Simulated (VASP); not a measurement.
Consider the following.

```
Be
1.0
    1.13335    -1.96302     0.00000
    1.13335     1.96302     0.00000
    0.00000     0.00000     3.55749
Be
2
Cartesian
  1.13335   0.65434   0.88937
  1.13335  -0.65434   2.66812
```

Level of theory: PBE GGA, VASP's PBE PAW potentials (set 64) (plane waves; VASP). Run with 480 eV cut-off, 18×18×10 Γ-centred mesh, first-order Methfessel-Paxton smearing of 0.10 eV, potentials Be.

Energy and stress use the plane-wave basis of the starting cell.

**Question.** The ions, cell shape and volume at an external pressure of 5.0 GPa are relaxed. Which structure does the run end with?

**Answer.** 
```
Be
1.0
    1.11532    -1.93178     0.00000
    1.11532     1.93178     0.00000
    0.00000     0.00000     3.53234
Be
2
Cartesian
  1.11532   0.64393   0.88309
  1.11532  -0.64393   2.64926
```
Space group P6_3/mmc (194), at a tolerance of 0.03 Å.

**Question.** How do energy and volume change from the first to the last step?

**Answer.** The energy (σ→0) changes by +4.3 meV/atom and the volume by -3.8 %, in 5 ionic steps.

The compound is Be in the hcp structure. This run relaxes it under an external pressure of 5 GPa. Symmetry was kept, so distortions that lower it aren't found.
